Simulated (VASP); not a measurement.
```xyz
3
Lattice="1.8503 -3.2048 0.0000 1.8503 3.2048 0.0000 0.0000 0.0000 5.8425" Properties=species:S:1:pos:R:3 pbc="T T T"
Pt     0.0000     0.0000     0.0000
Se     1.8503     1.0683     1.2963
Se     1.8503    -1.0683     4.5462
```

Level of theory: MS2 meta-GGA, VASP's PBE PAW potentials (set 64) (plane waves; VASP). Settings: 520 eV cut-off, 8×8×5 Γ-centred mesh, tetrahedra with Blöchl corrections, potentials Pt Se.

Unless said otherwise, spin-orbit coupling is left out, though it shifts the bands of the heavy elements here.

Question: Estimate the energy per atom (σ→0), band gap (over mesh and band path) with the smallest direct gap where there is one.

Answer: 
| Property | Result |
|---|---|
| band gap (over mesh and band path) | 0.74 eV |
| smallest direct gap (over mesh and band path) | 1.06 eV |
| energy per atom (σ→0) | 0.702 eV/atom |

The compound is PtSe2 in the 1T layered structure. It was relaxed first, which changed the volume by +13 %.
